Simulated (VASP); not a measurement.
# SiSbTe3: single point with PBE

The system is SiSbTe3.

```
CELL_PARAMETERS angstrom
3.86492 -3.72664 0.00000
3.86492 3.72664 0.00000
-0.75994 0.00000 6.35927
ATOMIC_POSITIONS crystal
Si 0.94777 0.94777 0.95751
Sb 0.61490 0.61490 0.34799
Te 0.99229 0.47239 0.06526
Te 0.96831 0.96831 0.56256
Te 0.47239 0.99229 0.06526
```

The cell was built by a generator and needn't be a form met in nature.

The cell isn't the ideal one: the structure that the rattled cell fell into.

```yaml
Program: VASP 6.6.1
Task: single point
Functional: PBE
Potentials_or_basis: VASP PAW PBE potentials, release 64 (Si, Sb, Te)
Cutoff: 520 eV
k_mesh: 4 × 4 × 4
Occupations: gaussian, width 0.1 eV
Spin: no spin polarisation
Dipole_correction: no
Further_INCAR_settings: ALGO = Normal; EDIFF = 1e-07; NBANDS = 22
```

- Pressure: 0.1 GPa
- Largest force: 0.081 eV/Å
- Band gap on the k mesh: none (metal or under the smearing width)

Forces on the atoms (eV/Å):
```
Si   0.012  0.000 -0.005
Sb  -0.045  0.000  0.048
Te   0.004 -0.079 -0.016
Te   0.025  0.000 -0.009
Te   0.004  0.079 -0.016
```

Stress tensor (GPa, compression positive):
```
 0.06  0.00 -0.07
 0.00  0.16  0.00
-0.07  0.00  0.11
```

Levels at points of the mesh, in eV from the Fermi level:
```
           k point  band 11  band 12  band 13  band 14  band 15  band 16  band 17  band 18
(0.00, 0.00, 0.00)    -1.77    -1.01    -0.94    -0.59     0.93     1.29     1.43     3.52
(0.50, 0.00, 0.00)    -1.78    -1.12    -0.73     0.84     1.29     1.67     2.15     2.69
(0.50, 0.50, 0.00)    -1.91    -0.64     0.17     1.21     2.00     2.12     2.15     2.73
(0.00, 0.00, 0.50)    -1.55    -1.48    -1.38    -0.64     0.73     1.82     2.13     2.86
(0.50, 0.00, 0.50)    -2.03    -1.48    -0.62     0.83     1.15     1.54     2.15     2.83
(0.50, 0.50, 0.50)    -0.73    -0.40     0.24     0.25     1.39     1.51     2.12     2.57
```

Wall time 65 s on 1 thread of Intel(R) Xeon(R) Platinum 8488C (Sapphire Rapids), with other jobs on the host, peak memory 0.3 GiB.

Spin-orbit coupling is left out, which matters for the levels of Sb, Te.
